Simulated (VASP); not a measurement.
A run of VASP 6.6.1 is set up as follows.

The input INCAR:

```
SYSTEM = Bi
ALGO     = Normal         ! electronic algorithm
EDIFF    = 1E-7           ! SCF threshold, eV
EDIFFG   = -0.005         ! ionic threshold
ENCUT    = 600            ! plane-wave cutoff, eV
GGA      = CA             ! functional
IBRION   = 2              ! ionic algorithm
ISIF     = 3              ! what is computed and relaxed
ISMEAR   = 1              ! smearing method
KPAR     = 2            
LASPH    = .True.         ! aspherical terms in the spheres
LCHARG   = .False.        ! write CHGCAR
LREAL    = .False.        ! projectors in reciprocal space
LWAVE    = .False.        ! write WAVECAR
NELM     = 80             ! most SCF steps
NSW      = 90             ! ionic steps
PREC     = Accurate       ! precision mode
SIGMA    = 0.1            ! smearing width, eV
```

Contents of KPOINTS:

```
k-points
0
Gamma
  12 12 10
  0 0 0
```

POSCAR

```
Bi                                      
1.0
    2.2490856772      1.2985102212      3.8323648020
   -2.2490856772      1.2985102212      3.8323648020
   -0.0000000000     -2.5970204423      3.8323648020
  Bi            
     2
Direct
     0.2374200387759236    0.2374200387759236    0.2374200387759236
     0.7625799612240765    0.7625799612240765    0.7625799612240765
```

Potentials or basis: VASP PAW LDA potentials, release 64 (Bi_d).

Command:

```sh
$ cat potpaw_LDA.64/Bi_d/POTCAR > POTCAR
$ mpirun -np 2 vasp_std > vasp.out
```

Task: Estimate the relaxed volume.

Result: 33.56 Å³/atom.

Task: What does it give for the space group after relaxing (to 0.05 Å)?

Result: R-3m (No. 166).

Task: What does it give for the band gap on the k mesh?

Result: None (metal or under the smearing width).

Task: What does it give for the relaxed cell?

Result: a = 4.629 Å, b = 4.629 Å, c = 4.629 Å, α = 58.12°, β = 58.12°, γ = 58.12°.

Forces in eV/Å, atoms in the order of the input:
```
Bi   0.000  0.000  0.004
Bi   0.000  0.000 -0.004
```

Caveat: spin-orbit coupling is left out, which moves the levels of the heavy elements.
